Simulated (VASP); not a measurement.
A convergence study with VASP on Ta (bcc): one setting is varied, all else stays as given below, so the limit is that of these other settings.

```
Ta
1.0
   -1.65000     1.65000     1.65000
    1.65000    -1.65000     1.65000
    1.65000     1.65000    -1.65000
Ta
1
Direct
  0.00000   0.00000   0.00000
```

Computed with LDA (Ceperley-Alder, Perdew-Zunger), VASP's LDA PAW potentials (set 64) (plane waves; VASP). The tightest run used: 550 eV cut-off, 25×25×25 Γ-centred mesh, tetrahedra with Blöchl corrections, potentials Ta_pv.

```
setting     E (eV/atom)  pressure (GPa)  irreducible k-points
----------  -----------  --------------  --------------------
3×3×3 mesh     -13.1726           -9.91                     4
4×4×4 mesh     -12.9025           -8.79                     8
5×5×5 mesh     -12.8311           -8.58                    10
6×6×6 mesh     -12.8569           -8.20                    16
7×7×7 mesh     -12.8533           -8.39                    20
8×8×8 mesh     -12.8325           -8.59                    29
```

Problem. These are the cheaper rows. Estimate the results at 25×25×25 mesh, and how far the last row shown lies from them.

Solution. 
```tsv
quantity	tightest run	last row shown is off by
E (eV/atom)	-12.8105	-0.0220
pressure (GPa)	-7.88	-0.71
```

Left out are rungs that failed or repeat a setting and relaxations that didn't move; long series are thinned to 24 rows.

The compound is Ta in the bcc structure. The cell was not relaxed at this level.
